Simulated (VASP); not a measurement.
A VASP calculation is set up with these files.

**INCAR**
```
ALGO = Normal
EDIFF = 1E-6
EDIFFG = -0.02
ENCUT = 520
GGA = PE
IBRION = 2
ISIF = 3
ISMEAR = 0
LASPH = .True.
LCHARG = .False.
LMAXMIX = 6
LREAL = .False.
LWAVE = .False.
NELM = 100
NSW = 60
PREC = Accurate
SIGMA = 0.05
SYSTEM = La2O3
```

POSCAR:
```
La2O3
1
    1.9721648972    -3.4158897117     0.0000000000
    1.9721648972     3.4158897117    -0.0000000000
    0.0000000000    -0.0000000000     6.1498441651
La O
2 3
Direct
  0.3333330000   0.6666670000   0.2465345960
  0.6666670000   0.3333330000   0.7534654040
  1.0000000000   1.0000000000   0.0000000000
  0.3333330000   0.6666670000   0.6465804730
  0.6666670000   0.3333330000   0.3534195270
```

**KPOINTS**
```
kpoints
0
gamma
 6 6 4
0 0 0
```

POTCAR, in this order: La O (PBE.64 set). Program: vasp_std.

Question: Write an equivalent input for Quantum ESPRESSO's pw.x.

Answer: One equivalent input (not run):
```
&CONTROL
  calculation = 'vc-relax'
  pseudo_dir = './pseudo'
  outdir = './out'
  tprnfor = .true.
  tstress = .true.
  nstep = 60
  forc_conv_thr = 0.00078
/
&SYSTEM
  ibrav = 0
  nat = 5
  ntyp = 2
  ecutwfc = 110
  occupations = 'smearing'
  smearing = 'gaussian'
  degauss = 0.003675
  input_dft = 'pbe'
/
&ELECTRONS
  conv_thr = 7.3e-08
  electron_maxstep = 100
/
&IONS
/
&CELL
/
ATOMIC_SPECIES
  La 138.905 La.upf
  O 15.999 O.upf
CELL_PARAMETERS angstrom
     1.9721649   -3.4158897    0.0000000
     1.9721649    3.4158897   -0.0000000
     0.0000000   -0.0000000    6.1498442
ATOMIC_POSITIONS crystal
  La   0.3333330  0.6666670  0.2465346
  La   0.6666670  0.3333330  0.7534654
  O    1.0000000  1.0000000  0.0000000
  O    0.3333330  0.6666670  0.6465805
  O    0.6666670  0.3333330  0.3534195
K_POINTS automatic
  6 6 4 0 0 0
```
The two are equivalent in intent, not identical: the potentials are each code's own (VASP's PAW set, PseudoDojo norm-conserving files in pw.x), so ENCUT and ecutwfc are chosen apart and not converted; conv_thr bounds pw.x's estimated SCF error, while EDIFF bounds the energy change between steps; forc_conv_thr acts on force components and is met together with etot_conv_thr.

The compound is La2O3 in the a-type structure. This run relaxes it. Symmetry was kept, so distortions that lower it aren't found. The start is the result of an earlier pass.
